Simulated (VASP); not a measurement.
Input:

```xyz
3
Lattice="2.0150 -3.4901 0.0000 2.0150 3.4901 0.0000 0.0000 0.0000 5.2200" Properties=species:S:1:pos:R:3 pbc="T T T"
Te     2.0150     1.1634     1.3259
Te     2.0150    -1.1634     3.8941
Pt     0.0000     0.0000     0.0000
```

Calculation: PBE GGA, VASP's PBE PAW potentials (set 64) (plane waves; VASP 6.6.1). Run with 400 eV cut-off, 7×7×5 Γ-centred mesh, first-order Methfessel-Paxton smearing of 0.10 eV, potentials Te Pt.

Unless said otherwise, spin-orbit coupling is left out, though it shifts the bands of the heavy elements here.

Question: Predict the energy per atom (σ→0), pressure, band gap (on the k-mesh) with the smallest direct gap where there is one.

Answer: 
The band gap (on the k-mesh) is none (metal, semimetal or under 0.01 eV) and the energy per atom (σ→0) comes out as -4.499 eV/atom. The pressure is 5.73 GPa.

Total energies compare only between runs with the same potentials, cut-off and functional.

The compound is PtTe2 in the 1T layered structure. The cell was not relaxed at this level.
